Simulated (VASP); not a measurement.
Consider the following.

```
Ti23O47
1.0
    9.31125     0.00000     0.00000
    0.00000     9.31125     0.00000
    0.00000     0.00000     8.90603
Ti O
23 47
Cartesian
  0.00000   0.00000   0.00000
  2.32781   2.32781   1.48434
  0.00000   0.00000   2.96867
  2.32781   2.32781   4.45301
  0.00000   0.00000   5.93735
  2.32781   2.32781   7.42169
  0.00000   4.65562   0.00000
  2.32781   6.98344   1.48434
  0.00000   4.65562   2.96867
  2.32781   6.98344   4.45301
  0.00000   4.65562   5.93735
  2.32781   6.98344   7.42169
  4.65562   0.00000   0.00000
  6.98344   2.32781   1.48434
  4.65562   0.00000   2.96867
  6.98344   2.32781   4.45301
  4.65562   0.00000   5.93735
  6.98344   2.32781   7.42169
  4.63936   4.65148   8.86635
  6.98344   6.98344   1.48434
  6.98344   6.98344   4.45301
  4.66545   4.61278   5.96380
  6.98344   6.98344   7.42169
  1.41997   1.41997   0.00000
  3.74778   0.90785   1.48434
  0.90785   3.74778   1.48434
  3.23566   3.23566   0.00000
  1.41997   1.41997   2.96867
  3.74778   0.90785   4.45301
  0.90785   3.74778   4.45301
  3.21840   3.19482   2.93742
  1.41997   1.41997   5.93735
  3.74778   0.90785   7.42169
  0.90785   3.74778   7.42169
  3.23566   3.23566   5.93735
  1.41997   6.07559   0.00000
  0.90785   8.40340   1.48434
  3.23566   7.89128   0.00000
  1.41997   6.07559   2.96867
  3.75634   5.53511   4.48174
  0.90785   8.40340   4.45301
  3.23566   7.89128   2.96867
  1.41997   6.07559   5.93735
  3.74778   5.56347   7.42169
  0.90785   8.40340   7.42169
  3.23566   7.89128   5.93735
  6.07559   1.41997   0.00000
  8.40340   0.90785   1.48434
  5.54761   3.71132   1.44710
  7.89128   3.23566   0.00000
  6.07559   1.41997   2.96867
  8.40340   0.90785   4.45301
  5.59109   3.79692   4.40957
  7.89128   3.23566   2.96867
  6.07559   1.41997   5.93735
  8.40340   0.90785   7.42169
  5.56347   3.74778   7.42169
  7.89128   3.23566   5.93735
  6.07559   6.07559   0.00000
  8.40340   5.56347   1.48434
  5.56347   8.40340   1.48434
  7.89128   7.89128   0.00000
  6.11917   6.08391   2.94195
  8.40340   5.56347   4.45301
  5.56347   8.40340   4.45301
  7.89128   7.89128   2.96867
  6.07559   6.07559   5.93735
  8.40340   5.56347   7.42169
  5.56347   8.40340   7.42169
  7.89128   7.89128   5.93735
```

Calculation: PBE GGA, VASP's PBE PAW potentials (set 64) (plane waves; VASP). Settings: PREC = Normal, LREAL = Auto, ISYM = 0, EDIFF = 1E-5, 400 eV cut-off, 1×1×1 Γ-centred mesh, Gaussian smearing of 0.050 eV, potentials Ti O.

At this cut-off the stress carries a Pulay error, which pulls relaxed volumes low. The supercell is sampled at Γ alone, which is coarse: total energies, pressure and levels can be off, energies of defects by several tenths of an eV.

Question: The ions are relaxed. Predict the relaxed structure.

Answer: 
```
Ti23O47
1.0
    9.31125     0.00000     0.00000
    0.00000     9.31125     0.00000
    0.00000     0.00000     8.90603
Ti O
23 47
Direct
  0.99203   0.00659   0.99785
  0.25657   0.25448   0.16701
  0.98402   0.01607   0.33967
  0.25374   0.25718   0.49017
  0.01502   0.98457   0.66518
  0.24529   0.24645   0.82846
  0.99952   0.49530   0.99399
  0.22673   0.77325   0.16612
  0.99956   0.49840   0.32673
  0.25641   0.74389   0.49432
  0.00036   0.50655   0.65999
  0.26041   0.73958   0.83630
  0.50464   0.00050   0.99394
  0.73656   0.26350   0.16386
  0.50183   0.00067   0.32671
  0.74481   0.25540   0.49720
  0.49352   0.99975   0.65999
  0.75835   0.24153   0.82434
  0.51668   0.48292   0.98208
  0.74532   0.74321   0.16707
  0.74284   0.74631   0.49011
  0.49932   0.49956   0.64451
  0.75250   0.75358   0.82791
  0.15120   0.15228   0.00104
  0.40170   0.09706   0.16829
  0.09793   0.40187   0.16849
  0.34858   0.35388   0.00274
  0.14768   0.15223   0.33599
  0.40156   0.09794   0.50034
  0.09897   0.40464   0.50338
  0.34207   0.34446   0.33220
  0.15255   0.14853   0.67084
  0.40254   0.09867   0.83767
  0.10025   0.40291   0.83439
  0.34906   0.34739   0.66963
  0.15738   0.64877   0.00781
  0.09098   0.90911   0.17061
  0.35125   0.84266   0.00778
  0.15576   0.64980   0.33027
  0.39429   0.60577   0.51238
  0.09843   0.90152   0.49592
  0.35025   0.84427   0.33018
  0.14847   0.65466   0.67214
  0.40371   0.59628   0.83595
  0.09941   0.90057   0.84207
  0.34532   0.85152   0.67214
  0.65309   0.14844   0.00074
  0.89924   0.10076   0.16629
  0.59852   0.40161   0.15515
  0.85159   0.34688   0.00072
  0.65262   0.14998   0.33430
  0.90271   0.09720   0.51145
  0.60648   0.39348   0.51215
  0.85009   0.34741   0.33426
  0.65388   0.14676   0.67026
  0.90332   0.09669   0.83211
  0.60418   0.39568   0.82751
  0.85315   0.34613   0.67030
  0.64606   0.65140   0.00268
  0.90290   0.59831   0.16826
  0.59821   0.90208   0.16845
  0.84774   0.84883   0.00105
  0.65548   0.65786   0.33221
  0.90203   0.59844   0.50034
  0.59534   0.90097   0.50338
  0.84773   0.85224   0.33599
  0.65246   0.65074   0.66957
  0.90126   0.59742   0.83775
  0.59706   0.89966   0.83447
  0.85132   0.84727   0.67103
```

Question: How much energy does the relaxation gain?

Answer: The energy (σ→0) changes by -51.8 meV/atom, in 34 ionic steps.

```tsv
step	E(σ→0) (eV)	max force (eV/Å)	pressure (GPa)	volume (Å³)
1	-605.6649	4.846	-5.69	772.15
2	-607.9283	2.979	-3.07	772.15
3	-608.2321	1.608	-4.25	772.15
4	-608.6182	2.510	-3.41	772.15
5	-608.7587	1.289	-3.84	772.15
6	-608.9581	1.050	-4.23	772.15
7	-608.9615	0.938	-4.19	772.15
8	-609.1035	0.465	-4.01	772.15
9	-609.1057	0.496	-3.98	772.15
10	-609.1844	0.387	-3.77	772.15
11	-609.1850	0.396	-3.75	772.15
12	-609.2200	0.304	-3.83	772.15
13	-609.2202	0.270	-3.82	772.15
14	-609.2445	0.181	-3.88	772.15
15	-609.2459	0.240	-3.89	772.15
16	-609.2587	0.236	-3.92	772.15
17	-609.2588	0.264	-3.91	772.15
18	-609.2691	0.105	-3.87	772.15
19	-609.2705	0.141	-3.85	772.15
20	-609.2763	0.100	-3.80	772.15
21	-609.2771	0.149	-3.77	772.15
22	-609.2811	0.082	-3.74	772.15
23	-609.2816	0.138	-3.73	772.15
24	-609.2850	0.068	-3.69	772.15
25	-609.2853	0.088	-3.68	772.15
```

The cell is a supercell with a defect, built from TiO2 (rutile): vac_Ti-vac_O. The run is not spin-polarised, so no state with unpaired spins was tried.
